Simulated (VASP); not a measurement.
CuI (zinc blende), at 0.96 of the tabulated volume:

```
CuI
1.0
    0.00000     2.98412     2.98412
    2.98412     0.00000     2.98412
    2.98412     2.98412     0.00000
Cu I
1 1
Direct
  0.00000   0.00000   0.00000
  0.25000   0.25000   0.25000
```

The lowest empty band near Γ, direction [111], from mBJ (TB09) with spin-orbit coupling in VASP (PAW); its two spin partners are averaged. The gap over the points computed is 2.20 eV, and the next band on that side lies 2.91 eV away at the edge.

Run with 400 eV cut-off, 9×9×9 Γ-centred mesh, Gaussian smearing of 0.050 eV, potentials Cu I.

| distance from the edge in k (1/Å) | distance in energy (meV) |
|---|---|
| 0.018 | 5.2 |
| 0.025 | 9.9 |
| 0.035 | 19.3 |
| 0.050 | 39.0 |
| 0.070 | 74.8 |

Problem. Fit E(1 + αE) = ħ²k²/2m* (ħ²/2m0 = 3.810 eV Å²) and predict the row at 0.095 1/Å.

Solution. Least squares on the energies gives the electron mass m* = 0.239 m0 and α = 0.61 per eV, and so 133.2 meV. The run gave 133.0 meV, -0.2 meV from the fit.

Left out are points under 3 meV from the edge, since the levels carry 0.1 meV, and points farther than half the way to the next band.

The compound is CuI in the zinc blende structure. The cell was not relaxed at this level.
